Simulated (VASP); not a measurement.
Level of theory: PBE GGA, VASP's PBE PAW potentials (set 64) (plane waves; VASP).

VASP input:

### INCAR
```
SYSTEM = C
PREC = Single
ENCUT = 520
EDIFF = 1E-6
NELM = 100
ALGO = Normal
LREAL = .FALSE.
LASPH = .TRUE.
ISMEAR = 0
SIGMA = 0.05
GGA = PE
LWAVE = .FALSE.
LCHARG = .FALSE.
ISIF = 2
```

POSCAR:
```
C
1
    0.0000000000     1.7791000000     1.7686780000
    1.7594910000     0.0000000000     1.7686780000
    1.7594910000     1.7791000000     0.0000000000
C
2
Direct
  0.0000000000   0.0000000000   0.0000000000
  0.2365770000   0.2634230000   0.2634230000
```

File KPOINTS:
```
Automatic mesh
0
Gamma
 11 11 11
```

POTCAR, in this order: C (PBE.64 set). Program: vasp_std.

The resulting files:

### OSZICAR
```
       N       E                     dE             d eps       ncg     rms          rms(c)
DAV:   1    -0.421371108379E+00   -0.42137E+00   -0.51573E+03  6128   0.996E+02
DAV:   2    -0.187005253024E+02   -0.18279E+02   -0.17534E+02  9072   0.111E+02
DAV:   3    -0.188147437736E+02   -0.11422E+00   -0.11422E+00  6392   0.114E+01
DAV:   4    -0.188148874432E+02   -0.14367E-03   -0.14367E-03  8504   0.435E-01
DAV:   5    -0.188148874973E+02   -0.54053E-07   -0.54053E-07  6184   0.540E-03    0.574E+00
DAV:   6    -0.182980795995E+02    0.51681E+00   -0.39564E-01  6048   0.507E+00    0.345E+00
DAV:   7    -0.181244122782E+02    0.17367E+00   -0.43410E-01  6984   0.542E+00    0.807E-01
DAV:   8    -0.181257162823E+02   -0.13040E-02   -0.18553E-03  6008   0.505E-01    0.475E-02
DAV:   9    -0.181257295146E+02   -0.13232E-04   -0.13017E-04  8656   0.102E-01    0.277E-02
DAV:  10    -0.181257423559E+02   -0.12841E-04   -0.13227E-05  6128   0.429E-02    0.648E-03
DAV:  11    -0.181257421971E+02    0.15873E-06   -0.48119E-08  3968   0.253E-03
   1 F= -.18125742E+02 E0= -.18125742E+02  d E =-.503772E-18
```

OUTCAR:
```
------------------------ aborting loop because EDIFF is reached ----------------------------------------
  FORCE on cell =-STRESS in cart. coord.  units (eV):
  Direction    XX          YY          ZZ          XY          YZ          ZX
  --------------------------------------------------------------------------------------
  Total        1.3238508      0.6420379      1.0339843      0.0000000     -0.2191760      0.0000000
  in kB      191.5505756     92.8977201    149.6092167      0.0000000    -31.7130077      0.0000000
  external PRESSURE =     144.6858375 kB  Pullay stress =       0.0000000 kB
  volume of cell :       11.07
      direct lattice vectors                 reciprocal lattice vectors
     0.000000000  1.779100000  1.768678000    -0.284173093  0.281040976  0.282697020
     1.759491000  0.000000000  1.768678000     0.284173093 -0.281040976  0.282697020
     1.759491000  1.779100000  0.000000000     0.284173093  0.281040976 -0.282697020
 POSITION                                       TOTAL-FORCE (eV/Angst)
 -----------------------------------------------------------------------------------
      0.00000      0.00000      0.00000         1.844206      0.000000      0.000000
      0.92698      0.88955      0.88434        -1.844206      0.000000      0.000000
 -----------------------------------------------------------------------------------
    total drift:                               -0.000098      0.000022      0.000024
  FREE ENERGIE OF THE ION-ELECTRON SYSTEM (eV)
  ---------------------------------------------------
  free  energy   TOTEN  =       -18.1257421971 eV

  energy  without entropy=      -18.1257421971  energy(sigma->0) =      -18.12574220
```
(Selected blocks of OUTCAR.)

File OUTCAR:
```
 val. band max:       10.7809191626   @ k =   0.0000   0.0000   0.0000

 cond. band min:      14.1164649997   @ k =   0.0000   0.3636   0.3636


 Fermi energy:        11.0609654995

 k-point     1 :       0.0000    0.0000    0.0000
  band No.  band energies     occupation
      1     -11.7264      2.00000
      2       9.3004      2.00000
      3      10.1970      2.00000
      4      10.7809      2.00000
      5      15.1325      0.00000
      6      15.6314      0.00000
      7      16.4420      0.00000
      8      23.9601      0.00000

 k-point     2 :       0.0909    0.0000    0.0000
  band No.  band energies     occupation
      1     -11.4935      2.00000
      2       8.9047      2.00000
      3       8.9859      2.00000
      4      10.0678      2.00000
      5      15.8045      0.00000
      6      16.4411      0.00000
      7      16.8967      0.00000
      8      24.1142      0.00000

 k-point     3 :       0.0000    0.0909    0.0000
  band No.  band energies     occupation
      1     -11.4939      2.00000
      2       8.1719      2.00000
      3       9.6108      2.00000
      4      10.2971      2.00000
      5      15.7142      0.00000
      6      16.1961      0.00000
      7      17.1559      0.00000
      8      24.1545      0.00000

 k-point     4 :       0.1818    0.0000   -0.0000
  band No.  band energies     occupation
      1     -10.7985      2.00000
      2       5.9374      2.00000
      3       8.2695      2.00000
      4       9.2510      2.00000
      5      16.7782      0.00000
      6      17.7241      0.00000
      7      17.8894      0.00000
      8      24.5448      0.00000

 k-point     5 :      -0.0000    0.1818    0.0000
  band No.  band energies     occupation
      1     -10.7999      2.00000
      2       5.4882      2.00000
      3       8.7173      2.00000
      4       9.3753      2.00000
      5      16.8089      0.00000
      6      17.2956      0.00000
      7      18.3375      0.00000
...
```

The compound is C in the diamond structure. The cell was not relaxed at this level, atoms are displaced from their ideal sites. The run is one of a series of settings (PREC = Single against the base run), some of them coarse on purpose.
